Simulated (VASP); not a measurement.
# Cl2GaH in VASP: reference runs

Aim: a first look at Cl2GaH with PBE, on the cell as given.

All numbers are computed with VASP 6.6.1; they aren't measurements. Logs are shortened: lines on timing, memory, paths and dates and some standing lists are left out, and cuts for length are marked.

## (1) The molecule as given

The cell holds a molecule in a box, 4 atoms: a = 12.000 Å, b = 13.000 Å, c = 11.000 Å, α = 90.00°, β = 90.00°, γ = 90.00°.

## (2) Single point, PBE

Contents of INCAR:

```
  PREC = Accurate
  ENCUT = 520
  EDIFF = 1E-7
  ISMEAR = 0
  SIGMA = 0.01
  LREAL = False
  LASPH = True
  NELM = 60
  ALGO = Normal
  ISIF = 2
  LWAVE = False
  LCHARG = False
  GGA = PE
  NBANDS = 22
```

Contents of KPOINTS:

```
regular mesh
0
Gamma
  1 1 1
```

Contents of POSCAR:

```
GaHCl2
1.0
   12.0000000000      0.0000000000      0.0000000000
    0.0000000000     13.0000000000      0.0000000000
    0.0000000000      0.0000000000     11.0000000000
Cl Ga H
2 1 1
Direct
    0.3772458300      0.4980230800      0.4408545500
    0.6249208300      0.3841230800      0.5653272700
    0.5476958300      0.5167230800      0.4894000000
    0.6107791700      0.6191076900      0.4708636400
```

Potentials or basis: VASP PAW PBE potentials, release 64 (Cl, Ga_d, H).

Started as:

```
$ cat potpaw_PBE.64/Cl/POTCAR potpaw_PBE.64/Ga_d/POTCAR potpaw_PBE.64/H/POTCAR > POTCAR
$ mpirun -np 1 vasp_gam > vasp.out
```

OUTCAR:

```text
PREC = Accurate
   ENCUT = 520
   EDIFF = 1E-7
   ISMEAR = 0
   LREAL = False
   LASPH = True
   NELM = 60
   ISIF = 2
   GGA = PE

 ion  position               nearest neighbor table
   1  0.377  0.498  0.441-   3 2.13
   2  0.625  0.384  0.565-   3 2.13
   3  0.548  0.517  0.489-   4 1.54   2 2.13   1 2.13
   4  0.611  0.619  0.471-   3 1.54

  LATTYP: Found a simple orthorhombic cell.
 ALAT       =    11.0000000000
 B/A-ratio  =     1.0909090909
 C/A-ratio  =     1.1818181818

  Lattice vectors:

 A1 = (   0.0000000000,   0.0000000000,  11.0000000000)
 A2 = (  12.0000000000,   0.0000000000,   0.0000000000)
 A3 = (   0.0000000000,  13.0000000000,   0.0000000000)

Analysis of symmetry for initial positions (statically):
=====================================================================
 Subroutine PRICEL returns:
 Original cell was already a primitive cell.

 Routine SETGRP: Setting up the symmetry group for a
 simple orthorhombic supercell.

 Subroutine GETGRP returns: Found  1 space group operations
 (whereof  1 operations were pure point group operations)
 out of a pool of  8 trial point group operations.

The static configuration has the point symmetry C_1 .

Analysis of symmetry for dynamics (positions and initial velocities):
=====================================================================
 Subroutine PRICEL returns:
 Original cell was already a primitive cell.

 Routine SETGRP: Setting up the symmetry group for a
 simple orthorhombic supercell.

 Subroutine GETGRP returns: Found  1 space group operations
 (whereof  1 operations were pure point group operations)
 out of a pool of  8 trial point group operations.

The dynamic configuration has the point symmetry C_1 .

 Subroutine INISYM returns: Found  1 space group operations
 (whereof  1 operations are pure point group operations),
 and found     1 'primitive' translations

----------------------------------------------------------------------------------------

                                     Primitive cell

  volume of cell :    1716.0000

  direct lattice vectors                    reciprocal lattice vectors
    12.000000000  0.000000000  0.000000000     0.083333333  0.000000000  0.000000000
     0.000000000 13.000000000  0.000000000     0.000000000  0.076923077  0.000000000
     0.000000000  0.000000000 11.000000000     0.000000000  0.000000000  0.090909091

  length of vectors
    12.000000000 13.000000000 11.000000000     0.083333333  0.076923077  0.090909091

  position of ions in fractional coordinates (direct lattice)
     0.377245830  0.498023080  0.440854550
     0.624920830  0.384123080  0.565327270
     0.547695830  0.516723080  0.489400000
     0.610779170  0.619107690  0.470863640

  ion indices of the primitive-cell ions
   primitive index   ion index
                 1           1
                 2           2
                 3           3
                 4           4

----------------------------------------------------------------------------------------

 KPOINTS: regular mesh

Automatic generation of k-mesh.
 Grid dimensions read from file:
 generate k-points for:    1    1    1

 Generating k-lattice:

  Cartesian coordinates                     Fractional coordinates (reciprocal lattice)
     0.083333333  0.000000000  0.000000000     1.000000000  0.000000000  0.000000000
     0.000000000  0.076923077  0.000000000     0.000000000  1.000000000  0.000000000
     0.000000000  0.000000000  0.090909091     0.000000000  0.000000000  1.000000000

  Length of vectors
     0.083333333  0.076923077  0.090909091

  Shift w.r.t. Gamma in fractional coordinates (k-lattice)
     0.000000000  0.000000000  0.000000000

 Subroutine IBZKPT returns following result:
 ===========================================

 Found      1 irreducible k-points:

 Following reciprocal coordinates:
            Coordinates               Weight
  0.000000  0.000000  0.000000      1.000000
   k-points           NKPTS =      1   k-points in BZ     NKDIM =      1   number of bands    NBANDS=     22
   number of dos      NEDOS =    301   number of ions     NIONS =      4
   total plane-waves  NPLWV = 740880
   dimension x,y,z NGX =    90 NGY =   98 NGZ =   84
   dimension x,y,z NGXF=   180 NGYF=  196 NGZF=  168
   ions per type =               2   1   1
   NGX,Y,Z   is equivalent  to a cutoff of  12.47, 12.53, 12.70 a.u.
   NGXF,Y,Z  is equivalent  to a cutoff of  24.94, 25.06, 25.39 a.u.
 SYSTEM =  unknown system
   PREC   = accura    normal or accurate (medium, high low for compatibility)
   ISTART =      0    job   : 0-new  1-cont  2-samecut
   ICHARG =      2    charge: 1-file 2-atom 10-const
   ISPIN  =      1    spin polarized calculation?
   LNONCOLLINEAR =      F non collinear calculations
   LSORBIT =      F    spin-orbit coupling
   LASPH  =      T    aspherical Exc in radial PAW
   ENCUT  =  520.0 eV  38.22 Ry    6.18 a.u.  22.31 24.17 20.45*2*pi/ulx,y,z
   NELM   =     60;   NELMIN=  2; NELMDL= -5     # of ELM steps
   EDIFF  = 0.1E-06   stopping-criterion for ELM
   LREAL  =      F    real-space projection
   EDIFFG = 0.1E-05   stopping-criterion for IOM
   NSW    =      0    number of steps for IOM
   IBRION =     -1    ionic relax: 0-MD 1-quasi-New 2-CG
   NFREE  =      0    steps in history (QN), initial steepest desc. (CG)
   ISIF   =      2    stress and relaxation
   ISYM   =      2    0-nonsym 1-usesym 2-fastsym
   POTIM  = 0.5000    time-step for ionic-motion
   TEBEG  =    0.0;   TEEND  =   0.0 temperature during run
   PSTRESS=    0.0 pullay stress
   NELECT =      28.0000    total number of electrons
   NUPDOWN=      -1.0000    fix difference up-down
   EMIN   =  10.00;   EMAX   =-10.00  energy-range for DOS
   EFERMI =   0.00;   METHOD = LEGACY
   ISMEAR =     0;   SIGMA  =   0.01  broadening in eV -4-tet -1-fermi 0-gaus
   EFERMI_NEDOS =   21; number of points for ismear=-14 and -15
   IALGO  =     38    algorithm
   IMIX   =      4    mixing-type and parameters
     AMIX     =   0.40;   BMIX     =  1.00
     AMIX_MAG =   1.60;   BMIX_MAG =  1.00
  volume/ion in A,a.u.               =     429.00      2895.03
  Fermi-wavevector in a.u.,A,eV,Ry     =   0.415230  0.784670  2.345858  0.172416
  Thomas-Fermi vector in A             =   1.374036
   LORBIT       =      0    0 simple, 1 ext, 2 COOP (PROOUT), +10 PAW based schemes
   GGA     = PE    functional components
   LHFCALC =     F    Hartree Fock is set to
   AEXX    =    0.0000 exact exchange contribution
   IVDW    =     0    specifies the selected vdW correction
   LEPSILON=     F    determine dielectric tensor
   LRPA    =     F    only Hartree local field effects (RPA)
 non-spin polarized calculation
 Gauss-broadening in eV      SIGMA  =   0.01
  energy-cutoff  :      520.00
  volume of cell :     1716.00
 maximum number of plane-waves:     23131
 NGX is ok and might be reduce to    90
   NGX = 45   NGY = 49   NGZ = 41

 number of electron      27.9999998 magnetization

 Free energy of the ion-electron system (eV)
  ---------------------------------------------------
  ext. energy  EPLUGINS =         0.00000000
  ---------------------------------------------------
  free energy    TOTEN  =       -12.38977761 eV

  energy without entropy =      -12.38977761  energy(sigma->0) =      -12.38977761

 E-fermi :  -7.3370     XC(G=0):  -0.8467

 val. band max:       -7.4369185293   @ k =   0.0000   0.0000   0.0000
 cond. band min:      -2.2219634287   @ k =   0.0000   0.0000   0.0000
 fundamental gap:      5.2149551005
 Fermi energy:        -7.3370023643

 k-point     1 :       0.0000    0.0000    0.0000
  band No.  band energies     occupation
      1     -20.9762      2.00000
      2     -20.8949      2.00000
      3     -20.2485      2.00000
      4     -20.2117      2.00000
      5     -20.1886      2.00000
      6     -19.6434      2.00000
      7     -19.2010      2.00000
      8     -11.8258      2.00000
      9      -9.0571      2.00000
     10      -8.9752      2.00000
     11      -8.1387      2.00000
     12      -7.6677      2.00000
     13      -7.4864      2.00000
     14      -7.4369      2.00000
     15      -2.2220      0.00000
     16      -1.8005      0.00000
     17      -0.2041      0.00000
     18       0.0527      0.00000
     19       0.7884      0.00000
     20       0.8640      0.00000
     21       0.9114      0.00000
     22       1.0848      0.00000

------------------------ aborting loop because EDIFF is reached ----------------------------------------

  FORCE on cell =-STRESS in cart. coord.  units (eV):
  Direction    XX          YY          ZZ          XY          YZ          ZX
  --------------------------------------------------------------------------------------
  -------------------------------------------------------------------------------------
  Total        0.2178867      0.0154556      0.0230927     -0.1307840     -0.0592705      0.1200215
  in kB        0.2034343      0.0144305      0.0215609     -0.1221091     -0.0553391      0.1120605
  external PRESSURE =       0.0798085 kB  Pullay stress =       0.0000000 kB

 VOLUME and BASIS-vectors are now :
 -----------------------------------------------------------------------------
  energy-cutoff  :      520.00
  volume of cell :     1716.00
      direct lattice vectors                 reciprocal lattice vectors
    12.000000000  0.000000000  0.000000000     0.083333333  0.000000000  0.000000000
     0.000000000 13.000000000  0.000000000     0.000000000  0.076923077  0.000000000
     0.000000000  0.000000000 11.000000000     0.000000000  0.000000000  0.090909091

 POSITION                                       TOTAL-FORCE (eV/Angst)
 -----------------------------------------------------------------------------------
      4.52695      6.47430      4.84940        -0.120497     -0.015133     -0.031828
      7.49905      4.99360      6.21860         0.052861     -0.100868      0.049466
      6.57235      6.71740      5.38340         0.119597      0.206932     -0.031305
      7.32935      8.04840      5.17950        -0.051961     -0.090931      0.013667
 -----------------------------------------------------------------------------------
    total drift:                               -0.000128      0.000361      0.001843

  FREE ENERGIE OF THE ION-ELECTRON SYSTEM (eV)
  ---------------------------------------------------
  free  energy   TOTEN  =       -12.3897776134 eV

  energy  without entropy=      -12.3897776134  energy(sigma->0) =      -12.38977761
```

Run time: 1.9 min. Hardware: 1 thread of Intel Xeon Platinum 8488C (Sapphire Rapids), shared host; peak memory 1.2 GiB.

What came out:

* Free energy: -12.3898 eV
* Largest force: 0.241 eV/Å
* Gap between the frontier levels: 5.21 eV

Forces on the atoms (eV/Å):
```
Cl  -0.120 -0.015 -0.032
Cl   0.053 -0.101  0.049
Ga   0.120  0.207 -0.031
H   -0.052 -0.091  0.014
```

Expect the measured gap to be larger: semilocal functionals such as PBE lack the derivative discontinuity.
